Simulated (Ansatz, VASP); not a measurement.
# Sr2ZnIrO6 in two plane-wave programs, part 2 of 2

Wanted: the spread between two codes on one cell, functional and k mesh. The cell is invented: As first built, before any earlier steps moved the atoms (in the runner's words): it takes the Ba2ZnReO6 structure with some of its atoms replaced by other elements, volume scaled by an estimate. It may not be a known or stable phase. The cell is taken from a series of VASP runs on this material, whose earlier steps may have relaxed, scaled or displaced it; both programs get it as it stands.

VASP 6.6.1 and Ansatz 0.2.0.

So far: Set-up; VASP: relaxation of cell and atoms, PBEsol.

### Step 3. Ansatz: relaxation of cell and atoms, PBEsol

Level of this step: Ansatz beside VASP: Kohn-Sham DFT, plane waves, PBEsol (Ansatz).

Ansatz runs on its default PAW (the set named soft_2) files.

The same cell, functional, mesh and smearing now go to Ansatz, which takes its cutoff from its data sets.

input.yaml reads:

```yaml
crystal:
  lattice:
    - [0.0, 3.937338, 3.937338]
    - [3.937338, 0.0, 3.937338]
    - [3.937338, 3.937338, 0.0]
  atoms:
    - { symbol: Ir, position: [0.5, 0.5, 0.5] }
    - { symbol: Sr, position: [0.75, 0.75, 0.75] }
    - { symbol: Sr, position: [0.25, 0.25, 0.25] }
    - { symbol: Zn, position: [0.0, 0.0, 0.0] }
    - { symbol: O, position: [0.262483, 0.262483, 0.737517] }
    - { symbol: O, position: [0.737517, 0.262483, 0.262483] }
    - { symbol: O, position: [0.262483, 0.737517, 0.262483] }
    - { symbol: O, position: [0.262483, 0.737517, 0.737517] }
    - { symbol: O, position: [0.737517, 0.262483, 0.737517] }
    - { symbol: O, position: [0.737517, 0.737517, 0.262483] }
hamiltonian:
  xc: pbesol
  pseudopotentials: { kind: paw }
kpoints:
  mp_grid: { grid: [5, 5, 5] }
scf:
  occupations: { method: fermi_dirac, width: 0.05 }
relax:
  f_tol: 0.01
  max_steps: 60
  cell: { stress_tol: 0.05 }
output:
  forces: true
  stress: true
  write_density: true
  write_potential: true
  elf: true
  volumetric_format: npy
```

Run with:

```bash
$ ansatz run input.yaml --threads 4 --pin off --max-ram 9216MiB --backend cpu --events-out ev --progress --plain --runs-dir out
```

Numbers of over 12 decimals in the logs are rounded to 6 here.

What it wrote:

```text
Engine: ansatz 0.2.0, aarch64-unknown-linux-gnu
Pseudopotentials: kind: paw
Pseudopotential: Ir, paw, valence charge 17, recommended cutoff 420 eV (normal), Ir.paw.azcp
Pseudopotential: Sr, paw, valence charge 10, recommended cutoff 420 eV (normal), Sr.paw.azcp
Pseudopotential: Zn, paw, valence charge 12, recommended cutoff 420 eV (normal), Zn.paw.azcp
Pseudopotential: O, paw, valence charge 6, recommended cutoff 420 eV (normal), O.paw.azcp
Functional definition: PBEsol
  exchange = pbesol_x
  correlation = pbesol_c
Crystal: 10 atoms, lattice volume = 122.078 Å³
Basis set: ecut = 420 eV, 2421 PW (Γ), exchange–correlation on 80×80×80 points (8 copies of the dense FFT grid, shifted against one another)
Bands: 53, of which v1, the nominal top of the filled ones, is band 43 counted from 1 (42 counted from 0)
Symmetry: 48 space group operations
Space group: Fm-3m (ITA 225), of the structure as read, at distance tolerance 5.0e-5 Å
k-points: 10 of 125
Non-local potential: Ir, projectors of the file, l = 0: 3, l = 1: 2, l = 2: 2, l = 3: 1
Non-local potential: Sr, projectors of the file, l = 0: 3, l = 1: 2, l = 2: 2
Non-local potential: Zn, projectors of the file, l = 0: 2, l = 1: 2, l = 2: 3, l = 3: 1
Non-local potential: O, projectors of the file, l = 0: 2, l = 1: 2, l = 2: 1
PAW form: soft (Blöchl's): semilocal exchange-correlation on the pseudo side does not see the compensation charge
PAW frozen core: Ir, regenerated for the run's functional, and the local potential with it (the file was generated under x = pbe(κ = 0.804, μ = 0.219515), c = pbe(β = 0.066725))
PAW frozen core: Sr, regenerated for the run's functional, and the local potential with it (the file was generated under x = pbe(κ = 0.804, μ = 0.219515), c = pbe(β = 0.066725))
PAW frozen core: Zn, regenerated for the run's functional, and the local potential with it (the file was generated under x = pbe(κ = 0.804, μ = 0.219515), c = pbe(β = 0.066725))
PAW frozen core: O, regenerated for the run's functional, and the local potential with it (the file was generated under x = pbe(κ = 0.804, μ = 0.219515), c = pbe(β = 0.066725))
PAW one-centre angular grid: Ir, 590 points (default); XC on 64 Gauss nodes
PAW one-centre angular grid: Sr, 110 points (default); XC on 64 Gauss nodes
PAW one-centre angular grid: Zn, 590 points (default); XC on 64 Gauss nodes
PAW one-centre angular grid: O, 110 points (default); XC on 64 Gauss nodes
Initial density: superposition of atomic densities (neutral atoms: chi_scale 0, normalization atom), corrected by the library's trained network
Initial wavefunctions: pseudopotential atomic-orbital guess
Functional: x = pbesol(κ = 0.804, μ = 0.123457), c = pbesol(β = 0.046)
SCF iter   1: F=—  HF=-25432.193783 eV  |F-HF|=—  |Δ(HF+E_count)|=         —  Δρ=1.58e-2  dr2=2.55e-1  ethr=1.77e-3  ⟨swp⟩=8.3  Hψ=2383  notcnv=0  defer=6
preconditioner: auto → Kerker (q_TF=auto, 2.569 Å⁻¹)  [metal: Δε(μ)=0.058 eV  Ē_g=13.510 eV  σ=0.050 eV  W_gap=0.28  n_scr=26 (ndim 8)  ℏωp=28.7 eV  f_vac=0.000  D(μ)=7.74/eV (n_scr^D=64)]
SCF iter   2: F=—  HF=-25432.139080 eV  |F-HF|=—  |Δ(HF+E_count)|=   5.47e-2  Δρ=5.68e-3  dr2=4.12e-2  ethr=3.01e-4  ⟨swp⟩=2.2  Hψ=818  notcnv=0  defer=23
SCF iter   3: F=—  HF=-25432.130531 eV  |F-HF|=—  |Δ(HF+E_count)|=   8.55e-3  Δρ=1.31e-3  dr2=1.45e-3  ethr=4.85e-5  ⟨swp⟩=2.1  Hψ=836  notcnv=0  defer=23
SCF iter   4: F=—  HF=-25432.130659 eV  |F-HF|=—  |Δ(HF+E_count)|=   1.28e-4  Δρ=2.52e-4  dr2=1.42e-4  ethr=1.71e-6  ⟨swp⟩=2.0  Hψ=873  notcnv=0  defer=23
SCF iter   5: F=—  HF=-25432.130661 eV  |F-HF|=—  |Δ(HF+E_count)|=   2.41e-6  Δρ=1.61e-4  dr2=3.52e-5  ethr=1.67e-7  ⟨swp⟩=2.0  Hψ=777  notcnv=0  defer=23
SCF iter   6: F=—  HF=-25432.130652 eV  |F-HF|=—  |Δ(HF+E_count)|=   9.47e-6  Δρ=1.12e-4  dr2=9.75e-6  ethr=4.14e-8  ⟨swp⟩=2.1  Hψ=754  notcnv=0  defer=23
SCF iter   7: F=—  HF=-25432.130646 eV  |F-HF|=—  |Δ(HF+E_count)|=   6.06e-6  Δρ=3.03e-5  dr2=1.63e-6  ethr=1.15e-8  ⟨swp⟩=2.0  Hψ=713  notcnv=0  defer=23
SCF iter   8: F=-25432.130645 eV  HF=-25432.130645 eV  |F-HF|=5.90e-8  |Δ(HF+E_count)|=   5.77e-7  Δρ=6.82e-6  dr2=9.54e-8  ethr=1.18e-10  ⟨swp⟩=8.1  Hψ=4080  notcnv=0
SCF 1 converged in 8 iterations: F = -25432.130645 eV  dr2 = 9.54e-8
  greatest PAW one-centre occupation: 1.000 electrons in one spin orbital (limit 2), on the Ir atom at site 0 (counted from 0), in its partial waves of l = 0
relax step   1: F+E_penalty+E_count = -25432.13064494 eV  Δ(F+E_penalty+E_count) = +0.000e0 eV  max|allowed force component| = 1.809e0 eV/Å  Δτ_max = 0.0000 Å  P = +4.334 GPa  Ω = 122.078 Å³  (8 SCF iters, dr2 threshold 1.00e-7 eV, accepted)
[...]
relax step   2: F+E_penalty+E_count = -25432.35644797 eV  Δ(F+E_penalty+E_count) = -2.258e-1 eV  max|allowed force component| = 3.965e-1 eV/Å  Δτ_max = 0.0336 Å  P = -0.329 GPa  Ω = 122.991 Å³  energy of the carried Pulay correction = -3.903e-3 eV  (7 SCF iters, dr2 threshold 1.00e-6 eV, accepted)
[...]
relax step   3: F+E_penalty+E_count = -25432.37820331 eV  Δ(F+E_penalty+E_count) = -2.176e-2 eV  max|allowed force component| = 5.703e-3 eV/Å  Δτ_max = 0.0138 Å  P = +0.534 GPa  Ω = 121.653 Å³  energy of the carried Pulay correction = +1.829e-3 eV  (6 SCF iters, dr2 threshold 1.00e-6 eV, accepted)
[...]
relax step   4: F+E_penalty+E_count = -25432.37712541 eV  Δ(F+E_penalty+E_count) = +1.078e-3 eV  max|allowed force component| = 2.090e-3 eV/Å  Δτ_max = 0.0008 Å  P = +0.000 GPa  Ω = 122.055 Å³  energy of the carried Pulay correction = +1.001e-4 eV  (6 SCF iters, dr2 threshold 7.14e-7 eV, accepted)
[...]
relax step   5: F+E_penalty+E_count = -25432.37712542 eV  Δ(F+E_penalty+E_count) = -2.568e-9 eV  max|allowed force component| = 2.099e-3 eV/Å  Δτ_max = 0.0000 Å  P = -0.000 GPa  Ω = 122.055 Å³  stress off target by 1.57e-4 GPa  SCF on the basis re-selected at this cell (its energy is not comparable with the rows above)  (6 SCF iters)
basis re-selected at this cell: Δ(F+E_penalty+E_count) = -2.568e-9 eV, ΔP = -0.000 GPa vs the last step (what re-selecting the basis moved, of the pressure what is left beyond the Pulay correction that the steps carried, after the strain that the cell walked since its last selection, with what the two solves' SCF thresholds leave and, on support functions, any second-order correction that the steps lacked; it is no m [...]
SCF converged after 6 iterations
Free energy (F): -25432.377125 eV
Harris-Foulkes:  -25432.377125 eV  (|F-HF|=1.46e-11)
Internal energy: -25432.315687 eV  (E = F + TS)
E sigma→0 (E₀):  -25432.346406 eV
Entropy (-TS):   -0.061438 eV (-6.144 meV/atom)
Fermi energy:    10.877023 eV
--- Per-component energies (eV) ---
  E_band       = -302.049466
  E_kinetic    = 2289.044182
  E_local      = -6672.246399  (includes V_loc(G=0)·N_el)
  E_nonlocal   = 1395.019727
  E_hartree    = 2428.151009
  E_xc         = -1181.478702
  E_vxc        = -1235.035830  (∫ρ·V_xc dr)
  E_paw        = -17086.524056  (= ΣΔE_a)
  E_vpaw       = -935.147085  (= ΣTr[D̂ρ^β])
  E_aug_tail   = 0.014104  (compensation charges beyond the density's cutoff)
  E_ewald      = -6605.838615
  E_core_change = 1.543062  (= ΣΔE_core)
  E_smearing   = -0.061438  (= −TS)
  E_closure    = 0.000000  (closes the sum)
  Σ components = -25432.377125   (vs F -25432.377125, Δ=0.00e0)
--- Forces (eV/Å), atoms counted from 1 ---
  atom   1  Ir     0.00000000    -0.00000000    -0.00000000
  atom   2  Sr    -0.00000000     0.00000000    -0.00000000
  atom   3  Sr     0.00000000     0.00000000     0.00000000
  atom   4  Zn    -0.00000000     0.00000000     0.00000000
  atom   5  O      0.00000000    -0.00000000    -0.00209853
  atom   6  O     -0.00209853     0.00000000     0.00000000
  atom   7  O     -0.00000000    -0.00209853     0.00000000
  atom   8  O      0.00209853    -0.00000000    -0.00000000
  atom   9  O      0.00000000     0.00209853    -0.00000000
  atom  10  O     -0.00000000     0.00000000     0.00209853
  max |Σ_I F_I| component: 3.76e-17 eV/Å
--- Stress (GPa, compression-positive) ---
       -0.000157      -0.000000      -0.000000
       -0.000000      -0.000157      -0.000000
       -0.000000      -0.000000      -0.000157
  P = ⅓ Tr σ = -0.0002 GPa (-0.002 kbar)
--- Band table (eV; the first three rows and the last of 10) ---
  k-point 0: bands = [... 39 lower, 9.7684, 9.7684, 10.6217, 10.6217, 10.6217, 15.2118, 15.2691, 15.2691, ... 6 higher]
  k-point 1: bands = [... 39 lower, 9.5179, 9.6526, 10.6182, 10.7326, 10.7326, 15.5225, 15.5225, 15.7508, ... 6 higher]
  k-point 2: bands = [... 39 lower, 9.7210, 9.7210, 10.5543, 10.8238, 10.8238, 15.0055, 15.0055, 16.7868, ... 6 higher]
  k-point 9: bands = [... 39 lower, 9.1811, 9.3847, 10.6694, 10.9496, 11.2990, 13.9281, 15.3070, 17.2062, ... 6 higher]
--- Relaxed structure (4 steps of the walk, 4 accepted, 1 SCFs on fresh bases) ---
  F+E_penalty+E_count = -25432.37712542 eV   max|allowed force component| = 2.099e-3 eV/Å   (the final SCF, on the basis selected at the relaxed cell)
  cell:  # Å, volume = 122.0549 Å³
    - [0, 3.937087, 3.937087]
    - [3.937087, 0, 3.937087]
    - [3.937087, 3.937087, 0]
  atoms:
    - { symbol: Ir, position: [0.5, 0.5, 0.5] }
    - { symbol: Sr, position: [0.750000, 0.750000, 0.750000] }
    - { symbol: Sr, position: [0.25, 0.25, 0.25] }
    - { symbol: Zn, position: [5.094238846393637e-19, 0, -2.0376955385574548e-19] }
    - { symbol: O, position: [0.256555, 0.256555, 0.743445] }
    - { symbol: O, position: [0.743445, 0.256555, 0.256555] }
    - { symbol: O, position: [0.256555, 0.743445, 0.256555] }
    - { symbol: O, position: [0.256555, 0.743445, 0.743445] }
    - { symbol: O, position: [0.743445, 0.256555, 0.743445] }
    - { symbol: O, position: [0.743445, 0.743445, 0.256555] }
```

Wall time 5.9 s (4 threads of Arm Neoverse V2, shared host); peak memory 0.53 GiB.

### Step 4. Comparison

Known differences besides the potentials themselves: both relaxations stop at a tolerance, which leaves soft axes loose, and VASP keeps its plane-wave basis; the data sets hold 85 valence electrons in Ansatz (default PAW (the set named soft_2) files) and 77 in VASP; the cutoff is 420 eV in Ansatz and 560 eV in VASP; Ansatz makes its cores anew for this functional, VASP keeps those of its PBE data sets; VASP leaves aspherical gradient terms in its spheres out (LASPH is not set), Ansatz keeps them; Ansatz adds a Pulay correction to the stress that steers its cell, VASP none. Total energies have different zeros and are not compared.

The two programs side by side:

| quantity | Ansatz | VASP | difference |
| --- | --- | --- | --- |
| volume (Å³) | 122.05 | 123.06 | -0.82 % |
| edge a after relaxation, in the typed setting (Å) | 5.568 | 5.583 | -0.27 % |

The walks stopped with 0.00 GPa left in Ansatz and 0.02 GPa in VASP; each walk ends within a tolerance, so the volume difference is uncertain by about these residues over the bulk modulus, most in soft cells.

### Step 5. Results

| Item | Value |
| --- | --- |
| difference in volume (relaxation of cell and atoms, PBEsol) | -0.82 % |

What this shows: The difference in volume is -0.82 % (relaxation of cell and atoms, PBEsol), within the 1.2 % picked in this series as the mark of a large difference, as far as the stopping tolerances let one tell. Such differences can come from data sets, numerical settings and the points named under the comparisons, not from the functional's error against experiment.

[Lines on the potential files, build, host, timing and source positions are cut from VASP's logs without a mark.]

[Logs are printed without paths, hosts, clocks, repeated set-up lines and the standing remarks that a program may print on its own settings, such as how far it seeks lower states.]

[Hosts, paths, dates, database ids (printed as entryN), source tags and the programs' standing remarks are cut or masked in the printed files.]
